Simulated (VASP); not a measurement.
Data:

```
BeSe
1.0
    0.00000     2.56666     2.56666
    2.56666     0.00000     2.56666
    2.56666     2.56666     0.00000
Be Se
1 1
Cartesian
  5.13332   2.56666   2.56666
  1.28333   1.28333   1.28333
```

These are PBEsol GGA, VASP's PBE PAW potentials (set 64) (plane waves; VASP) values and carry that method's errors. Settings: 400 eV cut-off, 11×11×11 Γ-centred mesh, Gaussian smearing of 0.010 eV, potentials Be Se.

**Question.** Give the direction-averaged independent-particle dielectric function (no local fields, no excitons; a broadening of 0.1 eV leaves a tail below the gap, and fine structure carries the noise of the k-mesh).

**Answer.** 
```csv
ħω (eV),ε₁,ε₂
0.00,6.60,0.00
0.30,6.61,0.01
0.70,6.67,0.02
1.10,6.77,0.03
1.50,6.92,0.05
1.90,7.14,0.06
2.30,7.43,0.09
2.70,7.83,0.12
3.10,8.38,0.16
3.50,9.14,0.23
3.90,10.32,0.38
4.30,12.14,0.96
4.70,14.79,2.92
5.10,18.20,7.70
5.50,13.79,13.16
5.90,10.71,24.00
6.20,-1.65,18.22
6.60,1.60,13.99
7.00,-4.53,16.05
7.40,-4.86,10.16
7.80,-6.22,7.41
8.20,-3.75,4.68
8.60,-2.98,4.47
9.00,-3.59,5.23
9.40,-4.36,4.76
9.80,-4.47,2.54
10.20,-2.68,1.32
10.60,-1.86,2.21
11.00,-1.41,1.91
11.40,-1.77,1.93
11.80,-1.33,1.70
12.20,-2.06,1.20
```
ε₂ peaks at 5.9 eV (height 24.0), 6.9 eV (height 17.6); ε₁(0) averages 6.60, so the electronic refractive index below the gap tends to √6.60 = 2.57.

The compound is BeSe in the zinc blende structure. It was relaxed first.
